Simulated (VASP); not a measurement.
Here is the system:

```xyz
5
Lattice="2.4470 0.0000 0.0000 -1.2235 2.1192 0.0000 0.0000 0.0000 24.7371" Properties=species:S:1:pos:R:3 pbc="T T T"
Ni     1.2235     0.7064     8.3948
Ni     0.0000     1.4128    10.3681
Ni     0.0000     0.0000    12.3685
Ni     1.2235     0.7064    14.3689
Ni     0.0000     1.4128    16.3423
```
Starting moments (μB, in the order of the record's atoms Ni Ni Ni Ni Ni): 0.8 0.8 0.8 0.8 0.8.

These are PBEsol GGA, VASP's PBE PAW potentials (set 64) (plane waves; VASP) values and carry that method's errors. Settings: PREC = Normal, 400 eV cut-off, 13×13×1 Γ-centred mesh, first-order Methfessel-Paxton smearing of 0.10 eV, potentials Ni.

Question: Estimate the cell moment, energy per atom (σ→0), band gap (on the k-mesh) with the smallest direct gap where there is one.

Answer: 
```
Property                                                    Result
------------------------  ----------------------------------------
band gap (on the k-mesh)  none (metal, semimetal or under 0.01 eV)
cell moment                                                3.10 μB
energy per atom (σ→0)                           -563.7 kJ/mol-atom
```

Question: Give the moment on each site (PAW-sphere projection).

Answer: 
| site | moment (μB) |
|---|---|
| Ni1 | 0.64 |
| Ni2 | 0.64 |
| Ni3 | 0.62 |
| Ni4 | 0.64 |
| Ni5 | 0.64 |

The absolute energy has meaning only against runs of the same code, potentials and settings.

The cell is a thin slab with vacuum, built from Ni (fcc): (111) face.
